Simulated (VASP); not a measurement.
Consider the following.

```xyz
4
Lattice="3.5100 0.0000 0.0000 0.0000 3.5100 0.0000 0.0000 0.0000 3.5100" Properties=species:S:1:pos:R:3 pbc="T T T"
Si     0.0000     0.0000     0.0000
Ni     0.0000     1.7550     1.7550
Ni     1.7550     0.0000     1.7550
Ni     1.7550     1.7550     0.0000
```

These are PW91 GGA, VASP's PBE PAW potentials (set 64) (plane waves; VASP) values and carry that method's errors. Run with 520 eV cut-off, Gaussian smearing of 0.050 eV, potentials Si Ni.

Predict the band gap (along the path) with the smallest direct gap where there is one.

```json
{
 "band gap (along the path)": "none (metal, semimetal or under 0.01 eV)"
}
```

Only differences to runs with the same potentials and settings are physical.

The compound is Ni3Si in the L1_2 structure. The cell was not relaxed at this level. The run is not spin-polarised, so no magnetic state was tried.
